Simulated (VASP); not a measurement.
Method: rev-vdW-DF2, VASP's PBE PAW potentials (set 64) (plane waves; VASP).

VASP ran on this input.

**POSCAR**
```
CaO
1
    0.0000000000     2.4005969086     2.4005969086
    2.4005969086     0.0000000000     2.4005969086
    2.4005969086     2.4005969086     0.0000000000
Ca O
1 1
Direct
  0.0000000000   0.0000000000   0.0000000000
  0.5000000000   0.5000000000   0.5000000000
```

**INCAR**
```
# general
SYSTEM   = CaO
PREC     = Accurate
ENCUT    = 520
LREAL    = F
LASPH    = T

# electronic loop
EDIFF    = 1E-7
NELM     = 100
ALGO     = Normal

# smearing
ISMEAR   = 0
SIGMA    = 0.05

# functional
GGA      = MK
LUSE_VDW = T
AGGAC    = 0.0
PARAM1   = 0.1234568
PARAM2   = 0.7114
ZAB_VDW  = -1.8867

# ions
ISIF     = 2

# output
LWAVE    = F
LCHARG   = F
```

File KPOINTS:
```
Automatic mesh
0
Gamma
9 9 9
0 0 0
```

POTCAR, in this order: Ca_sv O (PBE.64 set). Program: vasp_std.

Q: What will the output report for the number of irreducible k-points (NKPTS), largest plane-wave count, number of space-group operations, FFT grid (NGX, NGY, NGZ)?

A: 
```
Quantity                                      Result
--------------------------------------  ------------
number of irreducible k-points (NKPTS)            35
largest plane-wave count                         759
number of space-group operations                  48
FFT grid (NGX, NGY, NGZ)                28 × 28 × 28
```

The compound is CaO in the rock salt structure. It was relaxed first.
